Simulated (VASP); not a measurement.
VASP runs on SnS$_{2}$ share one base input (PBE GGA, plane waves, VASP's PBE PAW potentials (set 64)) and change the settings named in each case.

INCAR:
```
ISIF = 2
GGA = PE   # PBE
PREC = Accurate
EDIFF = 1E-6   # SCF stop (eV)
LREAL = .FALSE.
ISMEAR = -1
SIGMA = 0.1
LMAXMIX = 4
ENCUT = 300
LASPH = .TRUE.   # aspherical one-centre terms
SYSTEM = SnS2
LWAVE = .FALSE.
LCHARG = .FALSE.
NELM = 100   # most electronic steps
ALGO = Normal   # blocked Davidson
```

File KPOINTS:
```
kpoints
0
gamma
11 11 1
0 0 0
```

File POSCAR:
```
SnS2
1
    3.5496680000     0.0000000000     0.0000000000
   -1.7748340000     3.0741020000     0.0000000000
    0.0000000000     0.0000000000    16.9362990000
Sn S
1 2
Direct
  0.0000000000   0.0000000000   0.5000000000
  0.3333330000   0.6666670000   0.5866870000
  0.6666670000   0.3333330000   0.4133130000
```

POTCAR, in this order: Sn_d S (PBE.64 set). Program: vasp_std.

| change | E(σ→0) (eV/atom) | −TS (eV) |
|---|---|---|
| base run | -4.3478 | -0.0001 |
| EDIFF = 1E-09, ENCUT = 420, KPOINTS 15×15×1 Γ-centred mesh | -4.3504 | -0.0001 |
| ENCUT = 150, GGA removed, KPOINTS 4×4×1 Γ-centred mesh, POTCAR Sn_d S (LDA.64 set) | -3.5615 | -0.0006 |
| EDIFF = 1E-03, ENCUT = 240, GGA removed, ISMEAR = 0, SIGMA = 0.2, KPOINTS 6×6×1 Γ-centred mesh, POTCAR Sn_d S (LDA.64 set) | -4.9594 | 0.0000 |
| ENCUT = 180, SIGMA = 0.2, KPOINTS 1×1×1 Γ-centred mesh | 0.3599 | -0.0173 |
| EDIFF = 1E-04, KPOINTS 4×4×1 Γ-centred mesh | -4.3168 | -0.0002 |
| AEXX = 0.2, AGGAC = 0.81, AGGAX = 0.72, ALDAC = 0.19, GGA = B3, HFRCUT = -1, ISYM = 3, LHFCALC = .TRUE., PRECFOCK = Fast, KPOINTS 3×3×1 Γ-centred mesh | -4.9234 | 0.0000 |
| AEXX = 0.25, HFSCREEN = 0.2, ISYM = 3, LHFCALC = .TRUE., PRECFOCK = Fast, KPOINTS 3×3×1 Γ-centred mesh | -5.2840 | 0.0000 |
 Energies of different potentials or functionals have different zeros.  The cell holds a wide vacuum, so values per volume refer to the whole cell. Unless said otherwise, spin-orbit coupling is left out, though it shifts the bands of the heavy elements here.

Left out are runs that ran out of time, are held back, or changed the cell or the kind of run, fixed moments of cells without a moment, rows past the twelfth, gaps on odd meshes, pressures of charged cells and columns that move by less than the noise.

The cell is a sheet or thin cut with vacuum, built from a generated structure.
